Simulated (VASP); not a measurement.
Consider the following.

```xyz
2
Lattice="0.0000 2.7993 2.7993 2.7993 0.0000 2.7993 2.7993 2.7993 0.0000" Properties=species:S:1:pos:R:3 pbc="T T T"
Zn     0.0000     0.0000     0.0000
Se     1.3997     1.3997     1.3997
```

Method: PBE GGA, VASP's PBE PAW potentials (set 64) (plane waves; VASP 6.6.1). Settings: 500 eV cut-off, 8×8×8 Γ-centred mesh, Gaussian smearing of 0.050 eV, potentials Zn Se.

What does the run give for the energy per atom (σ→0), pressure, band gap (on the k-mesh) with the smallest direct gap where there is one?

| Property | Value |
|---|---|
| band gap (on the k-mesh) | 1.44 eV |
| smallest direct gap (on the k-mesh) | 1.44 eV |
| energy per atom (σ→0) | -2.991 eV/atom |
| pressure | 50.1 kbar |

The absolute energy has meaning only against runs of the same code, potentials and settings.

The compound is ZnSe in the zinc blende structure. It was relaxed first under an external pressure of 5 GPa.
